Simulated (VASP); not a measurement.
Input:

```
CELL_PARAMETERS angstrom
      4.19000     0.00000     0.00000
      0.00000     4.19000     0.00000
      0.00000     0.00000     4.19000
ATOMIC_POSITIONS crystal
  Ba 0.00000 0.00000 0.00000
  Zr 0.50000 0.50000 0.50000
  O  0.50000 0.00000 0.50000
  O  0.00000 0.50000 0.50000
  O  0.50000 0.50000 0.00000
```

Level of theory: optB88-vdW, VASP's PBE PAW potentials (set 64) (plane waves; VASP 6.6.1). Run with 520 eV cut-off, 5×5×5 Γ-centred mesh, Gaussian smearing of 0.050 eV, potentials Ba_sv Zr_sv O.

Energy and stress use the plane-wave basis of the starting cell.

Problem. The ions, cell shape and volume are relaxed. What does this cell relax into?

Solution. 
```
CELL_PARAMETERS angstrom
      4.22385     0.00000     0.00000
      0.00000     4.22385     0.00000
      0.00000     0.00000     4.22385
ATOMIC_POSITIONS crystal
  Ba 0.00000 0.00000 0.00000
  Zr 0.50000 0.50000 0.50000
  O  0.50000 0.00000 0.50000
  O  0.00000 0.50000 0.50000
  O  0.50000 0.50000 0.00000
```
Space group Pm-3m (221), at a tolerance of 0.03 Å.

Problem. How do energy and volume change from the first to the last step?

Solution. The energy (σ→0) changes by -4.4 meV/atom and the volume by +2.4 %, in 3 ionic steps.

The compound is BaZrO3 in the cubic perovskite structure. This run relaxes it. Symmetry was kept, so distortions that lower it aren't found.
